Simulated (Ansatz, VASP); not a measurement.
**Cross-check of Si2WN4 between VASP and Ansatz**

One calculation is typed for both programs; each brings its own data sets. How far apart do they land? The cell is taken from a series of runs on this material, whose earlier steps may have relaxed, scaled, displaced or heated it; both programs get it as it stands. Other levels of theory on this material are compared in a session of their own.

Main program and level: Ansatz 0.2.0; plane waves, with VASP 6.6.1 beside it; single point at PBE, spin-orbit coupling.

### 1. Set-up

The cell holds 7 atoms: 1 W, 4 N and 2 Si. Cell: a = 2.797 Å, b = 2.797 Å, c = 37.200 Å, α = 90.0°, β = 90.0°, γ = 120.0°. Vacuum lies along c.

As a file:

```xyz
7
Lattice="2.7974 0.0000 0.0000 -1.3987 2.4226 0.0000 0.0000 0.0000 37.2000" Properties=species:S:1:pos:R:3
W     0.0000    0.0000   18.6000
N     0.0000    1.6151   19.8923
N     0.0000    1.6151   17.3077
N     1.3987    0.8075   22.1905
N     1.3987    0.8075   15.0095
Si    0.0000    1.6151   21.6319
Si    0.0000    1.6151   15.5681
```

### 2. VASP: single point, PBE, spin-orbit coupling

With cell and atoms fixed, the geometry can't cause a difference; cores, projectors, grids and the points listed under the comparison can.

Lines of VASP's logs that name or quote its potential files are left out, and so is its time.

Contents of INCAR:

```
SYSTEM = Si2WN4
PREC = Accurate
ENCUT = 520
EDIFF = 1E-06
NELM = 200
ISMEAR = -1
SIGMA = 0.02
LREAL = .FALSE.
ALGO = Normal
GGA = PE
LNONCOLLINEAR = .TRUE.
MAGMOM = 0 0 0 0 0 0 0 0 0 0 0 0 0 0 0 0 0 0 0 0 0
NBANDS = 48
GGA_COMPAT = .FALSE.
LASPH = .TRUE.
LSORBIT = .TRUE.
LMAXMIX = 4
LORBIT = 11
LWAVE = .FALSE.
LCHARG = .FALSE.
ISIF = 2
LDIPOL = .TRUE.
IDIPOL = 3
DIPOL = 0.5 0.5 0.5
LVHAR = .TRUE.
EFERMI = MIDGAP
NELMDL = -8
KPAR = 2
```

Contents of POSCAR:

```
Si2WN4
1.0
    2.7974030060      0.0000000000      0.0000000000
   -1.3987015030      2.4226220678      0.0000000000
    0.0000000000      0.0000000000     37.2000000000
W N Si
1 4 2
Direct
    0.0000000000      0.0000000000      0.5000000000
    0.3333333333      0.6666666667      0.5347388602
    0.3333333333      0.6666666667      0.4652611398
    0.6666666667      0.3333333333      0.5965200934
    0.6666666667      0.3333333333      0.4034799066
    0.3333333333      0.6666666667      0.5815026799
    0.3333333333      0.6666666667      0.4184973201
```

Contents of KPOINTS:

```
Automatic mesh
0
Gamma
9 9 1
0 0 0
```

The projector-augmented-wave data sets are W, N and Si (PBE family, release 64).

Command:

```bash
$ mpirun -np 2 vasp_ncl
```

Numbers of over 12 decimals in the logs are rounded to 6 here.

Output:

```text
[banner, memory and clock lines left out]
running    2 mpi-ranks, on    1 nodes
 distrk:  each k-point on    1 cores,    2 groups
 distr:  one band on    1 cores,    1 groups

 POSCAR found type information on POSCAR W N Si
 POSCAR found :  3 types and       7 ions
 LDA part: xc-table for (Slater+PW92), standard interpolation
 POSCAR, INCAR and KPOINTS ok, starting setup
 FFT: planning ... GRIDC
 FFT: planning ... GRID_SOFT
 FFT: planning ... GRID
 WAVECAR not read
 entering main loop
       N       E                     dE             d eps       ncg     rms          rms(c)
DAV:   1     0.313775955189E+03    0.31378E+03   -0.13568E+04  1920   0.111E+03
DAV:   2    -0.233007617575E+02   -0.33708E+03   -0.31741E+03  2656   0.283E+02
DAV:   3    -0.712369366176E+02   -0.47936E+02   -0.47522E+02  2320   0.116E+02
DAV:   4    -0.728430856975E+02   -0.16061E+01   -0.15981E+01  2440   0.259E+01
DAV:   5    -0.728891321403E+02   -0.46046E-01   -0.45975E-01  2376   0.380E+00
DAV:   6    -0.728908620780E+02   -0.17299E-02   -0.17292E-02  2440   0.808E-01
DAV:   7    -0.728909465269E+02   -0.84449E-04   -0.84438E-04  2456   0.155E-01
DAV:   8    -0.728909499819E+02   -0.34550E-05   -0.34545E-05  2304   0.329E-02    0.454E+01
DAV:   9    -0.637692560405E+02    0.91217E+01   -0.35040E+01  2304   0.363E+01    0.152E+01
DAV:  10    -0.635907447301E+02    0.17851E+00   -0.33423E+00  2416   0.136E+01    0.132E+01
DAV:  11    -0.634439056741E+02    0.14684E+00   -0.23087E-01  2360   0.461E+00    0.232E+00
DAV:  12    -0.634408003897E+02    0.31053E-02   -0.13079E-01  2288   0.231E+00    0.114E+00
DAV:  13    -0.634390270382E+02    0.17734E-02   -0.77653E-03  2304   0.741E-01    0.101E+00
DAV:  14    -0.634370362747E+02    0.19908E-02   -0.51913E-03  2328   0.432E-01    0.350E-01
[...]
DAV:  22    -0.634367136316E+02   -0.30713E-04   -0.13241E-06  1960   0.436E-03    0.346E-03
DAV:  23    -0.634367960970E+02   -0.82465E-04   -0.27260E-06  1768   0.496E-03    0.155E-03
DAV:  24    -0.634368379771E+02   -0.41880E-04   -0.19211E-06  1848   0.520E-03    0.137E-03
DAV:  25    -0.634368585124E+02   -0.20535E-04   -0.10257E-06  1832   0.428E-03    0.928E-04
DAV:  26    -0.634368641682E+02   -0.56559E-05   -0.12243E-07  1640   0.209E-03    0.763E-04
DAV:  27    -0.634368663698E+02   -0.22015E-05   -0.56378E-08  1496   0.119E-03    0.312E-04
DAV:  28    -0.634368687449E+02   -0.23751E-05   -0.51328E-08  1480   0.105E-03    0.133E-04
DAV:  29    -0.634368696042E+02   -0.85924E-06   -0.16006E-08  1488   0.621E-04
   1 F= -.63436870E+02 E0= -.63436870E+02  d E =0.000000E+00  mag=     0.0000     0.0000     0.0000
```

Parts of OUTCAR (step 2):

```text
ion  position               nearest neighbor table
   1  0.000  0.000  0.500-   2 2.07   3 2.07   2 2.07   3 2.07   2 2.07   3 2.07
   2  0.333  0.667  0.535-   6 1.74   1 2.07   1 2.07   1 2.07
   3  0.333  0.667  0.465-   7 1.74   1 2.07   1 2.07   1 2.07
   4  0.667  0.333  0.597-   6 1.71   6 1.71   6 1.71
   5  0.667  0.333  0.403-   7 1.71   7 1.71   7 1.71
   6  0.333  0.667  0.582-   4 1.71   4 1.71   4 1.71   2 1.74
   7  0.333  0.667  0.418-   5 1.71   5 1.71   5 1.71   3 1.74

  LATTYP: Found a hexagonal cell.
 ALAT       =     2.7974030060
 C/A-ratio  =    13.2980481969

 Subroutine GETGRP returns: Found 12 space group operations
 (whereof 12 operations were pure point group operations)

The static configuration has the point symmetry D_3h.

 Found     19 irreducible k-points:

   k-points           NKPTS =     19   k-points in BZ     NKDIM =     19   number of bands    NBANDS=     48

   dimension x,y,z NGX =    24 NGY =   24 NGZ =  280
   dimension x,y,z NGXF=    48 NGYF=   48 NGZF=  560

   ENCUT  =  520.0 eV  38.22 Ry    6.18 a.u.   5.20  5.20 69.17*2*pi/ulx,y,z

   NELECT =      34.0000    total number of electrons

 k-points in reciprocal lattice and weights: Automatic mesh
   0.00000000  0.00000000  0.00000000       0.012
   0.11111111  0.00000000  0.00000000       0.037
  -0.11111111  0.00000000  0.00000000       0.037
   0.22222222  0.00000000  0.00000000       0.037
  -0.22222222 -0.00000000  0.00000000       0.037
   0.33333333 -0.00000000  0.00000000       0.037
  -0.33333333  0.00000000  0.00000000       0.037
   0.44444444  0.00000000  0.00000000       0.037
  -0.44444444 -0.00000000  0.00000000       0.037
[...]
-0.33333333 -0.22222222  0.00000000       0.074
   0.33333333  0.33333333  0.00000000       0.025

 dipolmoment           0.000000      0.000000      0.000000 electrons x Angstroem

 average (electrostatic) potential at core
       1 -47.4223       2 -70.4245       3 -70.4245       4 -70.5081       5 -70.5081
       6 -91.7131       7 -91.7131

 E-fermi :  -0.4397

 k-point     1 :       0.0000    0.0000    0.0000
  band No.  band energies     occupation
    ...
     30      -4.1301      1.00000
     31      -4.0172      1.00000
     32      -4.0172      1.00000
     33      -2.0723      1.00000
     34      -2.0723      1.00000
     35       1.1376      0.00000
     36       1.1376      0.00000
     37       1.4677      0.00000
     38       1.4677      0.00000
     39       2.2401      0.00000
    ...

 k-point     2 :       0.1111    0.0000    0.0000
  band No.  band energies     occupation
    ...
     30      -4.3623      1.00000
     31      -4.0943      1.00000
     32      -4.0943      1.00000
     33      -2.2594      1.00000
     34      -2.2594      1.00000
     35       0.9484      0.00000
     36       0.9484      0.00000
     37       1.3819      0.00000
     38       1.3819      0.00000
     39       2.2166      0.00000
    ...

 k-point     3 :      -0.1111    0.0000    0.0000
  band No.  band energies     occupation
    ...
     30      -4.3623      1.00000
     31      -4.0943      1.00000
     32      -4.0943      1.00000
     33      -2.2594      1.00000
     34      -2.2594      1.00000
     35       0.9484      0.00000
     36       0.9484      0.00000
     37       1.3819      0.00000
     38       1.3819      0.00000
     39       2.2166      0.00000
    ...

  Total       13.9931690     13.9931690      0.1214125      0.0000000      0.0000000     -0.0000000
  in kB       88.9289192     88.9289192      0.7715967      0.0000000      0.0000000     -0.0000000
  external PRESSURE =      59.5431450 kB  Pullay stress =       0.0000000 kB

  energy-cutoff  :      520.00
  volume of cell :      252.11
      direct lattice vectors                 reciprocal lattice vectors
     2.797403006  0.000000000  0.000000000     0.357474414  0.206387949  0.000000000
    -1.398701503  2.422622068  0.000000000     0.000000000  0.412775898  0.000000000
     0.000000000  0.000000000 37.200000000     0.000000000  0.000000000  0.026881720

 POSITION                                       TOTAL-FORCE (eV/Angst)
 -----------------------------------------------------------------------------------
      0.00000      0.00000     18.60000         0.000000     -0.000000     -0.000000
     -0.00000      1.61508     19.89229        -0.000000     -0.000000      0.123172
     -0.00000      1.61508     17.30771        -0.000000     -0.000000     -0.123172
      1.39870      0.80754     22.19055        -0.000000      0.000000     -0.018326
      1.39870      0.80754     15.00945        -0.000000     -0.000000      0.018326
     -0.00000      1.61508     21.63190         0.000000     -0.000000      0.000743
     -0.00000      1.61508     15.56810         0.000000     -0.000000     -0.000743
 -----------------------------------------------------------------------------------
    total drift:                               -0.000000      0.000000     -0.000000

  FREE ENERGIE OF THE ION-ELECTRON SYSTEM (eV)
  ---------------------------------------------------
  free  energy   TOTEN  =       -63.4368696042 eV

  energy  without entropy=      -63.4368696042  energy(sigma->0) =      -63.43686960

 vacuum level on the upper side and lower side of the slab         3.718         3.718

 Spin-Orbit-Coupling matrix elements
 Ion:    1  E_soc:     -0.3200836
 Ion:    2  E_soc:     -0.0002930
 Ion:    3  E_soc:     -0.0002930
 Ion:    4  E_soc:     -0.0000454
 Ion:    5  E_soc:     -0.0000454
 Ion:    6  E_soc:     -0.0002593
 Ion:    7  E_soc:     -0.0002593

 total charge
# of ion       s       p       d       tot
------------------------------------------
    1        0.645   0.998   4.526   6.169
    2        1.236   2.618   0.000   3.855
    3        1.236   2.618   0.000   3.855
    4        1.243   2.730   0.000   3.973
    5        1.243   2.730   0.000   3.973
    6        0.695   1.027   0.000   1.722
    7        0.695   1.027   0.000   1.722
--------------------------------------------------
tot          6.993  13.748   4.526  25.267

 magnetization (x)
# of ion       s       p       d       tot
------------------------------------------
    1        0.000  -0.000  -0.000  -0.000
    2        0.000   0.000   0.000   0.000
    3        0.000   0.000   0.000   0.000
    4        0.000   0.000   0.000   0.000
    5        0.000  -0.000   0.000  -0.000
    6        0.000  -0.000   0.000  -0.000
    7        0.000   0.000   0.000   0.000
--------------------------------------------------
tot          0.000   0.000  -0.000   0.000

 magnetization (y)
# of ion       s       p       d       tot
------------------------------------------
    1       -0.000   0.000  -0.000  -0.000
    2        0.000   0.000   0.000   0.000
    3        0.000   0.000   0.000   0.000
    4        0.000   0.000   0.000   0.000
    5        0.000   0.000   0.000   0.000
    6        0.000   0.000   0.000   0.000
    7        0.000  -0.000   0.000  -0.000
--------------------------------------------------
tot          0.000   0.000  -0.000   0.000

 magnetization (z)
# of ion       s       p       d       tot
------------------------------------------
    1       -0.000  -0.000   0.000   0.000
    2       -0.000   0.000   0.000   0.000
    3       -0.000   0.000   0.000   0.000
    4       -0.000   0.000   0.000   0.000
    5        0.000  -0.000   0.000  -0.000
    6       -0.000  -0.000   0.000  -0.000
    7       -0.000  -0.000   0.000  -0.000
--------------------------------------------------
tot         -0.000   0.000   0.000   0.000

[... 3 further parts left out ...]
```

(Part 1 of 2 ends here.)

[Lines on the potential files, build, host, timing and source positions are cut from VASP's logs without a mark.]

[Logs are printed without paths, hosts, clocks, repeated set-up lines and the standing remarks that a program may print on its own settings, such as how far it seeks lower states.]

[Hosts, paths, dates, database ids (printed as entryN), source tags and the programs' standing remarks are cut or masked in the printed files.]
